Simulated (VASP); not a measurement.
# Ge2Sb2Te5: formation energy of Bi on the Te site, part 6 of 6

Wanted: what Bi on the Te site costs in Ge2Sb2Te5 and how the lattice relaxes round it. The start is a computed cell from the Materials Project.

VASP 6.6.1, plane waves and PAW; the level of theory is named at each step.

So far, formation energy of the neutral defect (eV): step 8 (formation energies) 0.206.

## Step 9: Defect, other settings: ISYM = 1

This step: PBEsol; plane waves and PAW (Bi, Te, Sb, Ge) (VASP 6.6.1).

The run is repeated with some settings moved, to see what they change.

INCAR reads:

```
SYSTEM = Ge8BiSb8Te19
PREC = Normal
ENCUT = 300
EDIFF = 1E-05
NELM = 120
ISMEAR = 1
SIGMA = 0.2
LREAL = Auto
ALGO = Fast
GGA = PS
NBANDS = 120
LORBIT = 11
LWAVE = .FALSE.
LCHARG = .FALSE.
KPAR = 4
LASPH = .TRUE.
ISYM = 1
```

POSCAR reads:

```
Ge8BiSb8Te19
1.0
    8.4886855504      0.0000000000      0.0000000000
   -4.2443427752      7.3514173316      0.0000000000
    0.0000000000      0.0000000000     16.6203038487
Bi Te Sb Ge
1 19 8 8
Direct
    0.3333333300      0.1666666700      0.4341844834
    0.3357578306      0.6678789203      0.4211787326
    0.8321210797      0.1642421694      0.4211787326
    0.8321210797      0.6678789203      0.4211787326
    0.1661360373      0.3338639627      0.5765960049
    0.1661360373      0.8322720646      0.5765960049
    0.6677279354      0.3338639627      0.5765960049
    0.6666666700      0.8333333300      0.5769806662
    0.1664350483      0.3335649517      0.1972807924
    0.1664350483      0.8328700866      0.1972807924
    0.6671299134      0.3335649517      0.1972807924
    0.6666666700      0.8333333300      0.1956252252
    0.3333333300      0.1666666700      0.7977723126
    0.3324703729      0.6662351915      0.7972781611
    0.8337648085      0.1675296271      0.7972781611
    0.8337648085      0.6662351915      0.7972781611
    0.9993535783      0.9996767891      0.9966941462
    0.0000000000      0.5000000000      0.9971150089
    0.5003232109      0.9996767891      0.9966941462
    0.5003232109      0.5006464217      0.9966941462
    0.0072253126      0.0036126563      0.3238247444
    0.0000000000      0.5000000000      0.3197353449
    0.4963873437      0.0036126563      0.3238247444
    0.4963873437      0.4927746874      0.3238247444
    0.0010771830      0.0005385915      0.6804504859
    0.0000000000      0.5000000000      0.6828241273
    0.4994614085      0.0005385915      0.6804504859
    0.4994614085      0.4989228170      0.6804504859
    0.3333333300      0.1666666700      0.1014345163
    0.3387262521      0.6693631310      0.1043893804
    0.8306368690      0.1612737479      0.1043893804
    0.8306368690      0.6693631310      0.1043893804
    0.1655215754      0.3344784246      0.9006671953
    0.1655215754      0.8310431407      0.9006671953
    0.6689568593      0.3344784246      0.9006671953
    0.6666666700      0.8333333300      0.8992493854
```

KPOINTS reads:

```
Automatic mesh
0
Monkhorst-Pack
3 3 2
0 0 0
```

PAW data sets: Bi, Te, Sb and Ge (PBE family, release 64).

Started as:

```sh
$ mpirun -np 4 vasp_std
```

Output:

```text
[... set-up lines as in an earlier step ...]
 entering main loop
       N       E                     dE             d eps       ncg     rms          rms(c)
DAV:   1     0.691707805700E+03    0.69171E+03   -0.49466E+04   960   0.825E+02
DAV:   2    -0.735530519537E+02   -0.76526E+03   -0.73056E+03  1112   0.164E+02
DAV:   3    -0.148727126181E+03   -0.75174E+02   -0.72907E+02  1160   0.515E+01
DAV:   4    -0.151475245662E+03   -0.27481E+01   -0.27103E+01  1248   0.104E+01
DAV:   5    -0.151565558928E+03   -0.90313E-01   -0.90027E-01  1232   0.171E+00    0.245E+01
RMM:   6    -0.150957902286E+03    0.60766E+00   -0.19032E+00  1107   0.161E+00    0.148E+01
RMM:   7    -0.151503820871E+03   -0.54592E+00   -0.20274E+00  1148   0.169E+00    0.519E+00
RMM:   8    -0.150797673475E+03    0.70615E+00   -0.77512E-01  1149   0.113E+00    0.630E-01
RMM:   9    -0.150797135423E+03    0.53805E-03   -0.12866E-01  1194   0.516E-01    0.397E-01
RMM:  10    -0.150796605885E+03    0.52954E-03   -0.13352E-02  1190   0.212E-01    0.199E-01
RMM:  11    -0.150796858407E+03   -0.25252E-03   -0.40095E-03  1301   0.955E-02    0.112E-01
RMM:  12    -0.150796873825E+03   -0.15418E-04   -0.91017E-04  1197   0.410E-02    0.484E-02
RMM:  13    -0.150796833634E+03    0.40191E-04   -0.14569E-04  1115   0.205E-02    0.120E-02
RMM:  14    -0.150796832813E+03    0.82093E-06   -0.34034E-05   875   0.956E-03
   1 F= -.15079683E+03 E0= -.15080353E+03  d E =0.200864E-01
```

Elapsed: 41 s, on 4 MPI ranks of AMD EPYC 7R13 (Zen 3), shared host; peak memory 1.5 GiB; 2.7 min of CPU time.

Parts of OUTCAR (step 9):

```text
   k-points           NKPTS =      4   k-points in BZ     NKDIM =      4   number of bands    NBANDS=    120

   NELECT =     191.0000    total number of electrons

 E-fermi :   6.2480

 k-point     1 :       0.0000    0.0000    0.2500
  band No.  band energies     occupation
    ...
     91       5.3230      2.00000
     92       5.7002      2.00075
     93       5.8286      2.01154
     94       5.8295      2.01173
     95       5.8295      2.01173
     96       6.4932     -0.07092
     97       6.7377     -0.00291
     98       6.7377     -0.00291
     99       6.9631     -0.00001
    100       7.0926     -0.00000
    ...

  Total       -1.5158954     -1.5158954      5.1814031      0.0000000      0.0000000      0.0000000
  in kB       -2.3416896     -2.3416896      8.0040074      0.0000000      0.0000000      0.0000000
  external PRESSURE =       1.1068760 kB  Pullay stress =       0.0000000 kB

 POSITION                                       TOTAL-FORCE (eV/Angst)
 -----------------------------------------------------------------------------------
      2.12217      1.22524      7.21628        -0.000000      0.000000      0.000060
      0.01544      4.90986      7.00012         0.008029      0.004636      0.000673
      6.36651      1.20741      7.00012        -0.000000     -0.009271      0.000673
      4.22891      4.90986      7.00012        -0.008029      0.004636      0.000673
     -0.00676      2.45437      9.58320         0.001296     -0.000748     -0.015320
     -2.12217      6.11838      9.58320        -0.000000      0.001497     -0.015320
      4.25110      2.45437      9.58320        -0.001296     -0.000748     -0.015320
      2.12217      6.12618      9.58959        -0.000000      0.000000     -0.037929
     -0.00295      2.45218      3.27887        -0.002260      0.001305      0.008408
     -2.12217      6.12278      3.27887        -0.000000     -0.002610      0.008408
      4.24729      2.45218      3.27887         0.002260      0.001305      0.008408
      2.12217      6.12618      3.25135        -0.000000      0.000000     -0.006953
      2.12217      1.22524     13.25922        -0.000000      0.000000     -0.004069
     -0.00549      4.89777     13.25101        -0.003944     -0.002277     -0.016129
      6.36651      1.23158     13.25101        -0.000000      0.004554     -0.016129
      4.24984      4.89777     13.25101         0.003944     -0.002277     -0.016129
      4.24023      7.34904     16.56536        -0.007808     -0.004508      0.000797
     -2.12217      3.67571     16.57235        -0.000000      0.000000      0.011718
      0.00412      7.34904     16.56536         0.007808     -0.004508      0.000797
      2.12217      3.68046     16.56536        -0.000000      0.009016      0.000797
      0.04600      0.02656      5.38207        -0.027883     -0.016098      0.020682
     -2.12217      3.67571      5.31410        -0.000000      0.000000     -0.001548
      4.19834      0.02656      5.38207         0.027883     -0.016098      0.020682
      2.12217      3.62259      5.38207        -0.000000      0.032197      0.020682
[...]
-----------------------------------------------------------------------------------
    total drift:                               -0.000090      0.000048     -0.390919

  FREE ENERGIE OF THE ION-ELECTRON SYSTEM (eV)
  ---------------------------------------------------
  free  energy   TOTEN  =      -150.7968328126 eV

  energy  without entropy=     -150.8169192321  energy(sigma->0) =     -150.80352829

[... 6 parts as in an earlier step ...]

[... 8 further parts left out ...]
```

Numbers from this step:

```yaml
electronic_cycles: 14
free_energy_toten: -150.7968 eV
energy_at_zero_smearing: -150.8035 eV
fermi_energy: 6.248 eV
```

Settings moved on purpose: ISYM = 1.

This is a single point on the relaxed geometry, 0.8 meV an atom from the last step of the relaxation.

## Step 10: Results

```
formation energy at charge 0 : 0.206 eV
```

**Reading.** Bi on the Te site costs 0.21 eV, with every exchanged atom at the energy of its element. The 3 first neighbours (Sb) lie 2.98 Å from the site in the perfect crystal and 3.02 Å on average from the atom on it after the relaxation (+1.4 %). The crystal is layered and no dispersion term is used, so the spacing and binding between its layers, and what hangs on them, are unreliable. With metallic smearing the value can move by tenths of an eV with the k mesh. The supercell of 36 atoms is small, so interactions between images remain.

[Lines on the potential files, build, host, timing and source positions are cut from VASP's logs without a mark.]

[Logs are printed without paths, hosts, clocks, repeated set-up lines and the standing remarks that a program may print on its own settings, such as how far it seeks lower states.]

[Hosts, paths, dates, database ids (printed as entryN), source tags and the programs' standing remarks are cut or masked in the printed files.]

[In band tables of VASP the shares of atoms and orbitals are scaled to a sum of 1 inside the atoms' spheres.]

[Runs that stopped without an error message from VASP are left out.]
